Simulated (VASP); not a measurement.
A VASP calculation is set up with these files.

**KPOINTS**
```
Automatic mesh
0
Gamma
9 9 9
0 0 0
```

**POSCAR**
```
Al3Sc
4.0326410
  1.0000000663   0.0000000000   0.0000000000
  0.0000000000   1.0000000663   0.0000000000
  0.0000000000   0.0000000000   1.0000000663
Sc Al
1 3
Cartesian
  0.0000000000   0.0000000000   0.0000000000
  0.0000000000   0.5000000331   0.5000000331
  0.5000000331   0.0000000000   0.5000000331
  0.5000000331   0.5000000331   0.0000000000
```

INCAR:
```
SYSTEM = Al3Sc
PREC = Accurate
ENCUT = 520
EDIFF = 1E-7
NELM = 100
ALGO = Normal
LREAL = .FALSE.
LASPH = .TRUE.
ISMEAR = -5
LMAXMIX = 4
LWAVE = .FALSE.
LCHARG = .TRUE.
LORBIT = 11
NEDOS = 601
ISIF = 2
LEFG = .TRUE.
```

POTCAR, in this order: Sc_sv Al (LDA.64 set). Program: vasp_std.

Task: Write an equivalent input for Ansatz.

Result: One equivalent input (not run):
Ansatz 0.2 input:
```yaml
crystal:
  lattice:
    - [4.0326413, 0.0000000, 0.0000000]
    - [0.0000000, 4.0326413, 0.0000000]
    - [0.0000000, 0.0000000, 4.0326413]
  atoms:
    - { symbol: Sc, position: [0.0000000, 0.0000000, 0.0000000] }
    - { symbol: Al, position: [0.0000000, 0.5000000, 0.5000000] }
    - { symbol: Al, position: [0.5000000, 0.0000000, 0.5000000] }
    - { symbol: Al, position: [0.5000000, 0.5000000, 0.0000000] }
kpoints:
  mp_grid: { grid: [9, 9, 9] }
hamiltonian:
  xc: lda
  pseudopotentials: { kind: paw }
scf:
  occupations: { method: tetrahedron }
  max_iter: 100
output: { forces: true, stress: true, eigenvalues: true }
```
The two are equivalent in intent, not identical: each code has its own PAW files, so the cut-off isn't converted (ENCUT is set for VASP's; basis.ecutwfc is left out, and Ansatz then takes the one that its files recommend); Ansatz stops its SCF on the density residual and VASP on the energy change (EDIFF); Ansatz's lda is the Perdew-Wang form, while the LDA potentials of VASP carry Perdew-Zunger's; the field gradients of LEFG aren't asked of the other code.

The compound is Al3Sc in the L1_2 structure. It was relaxed first.
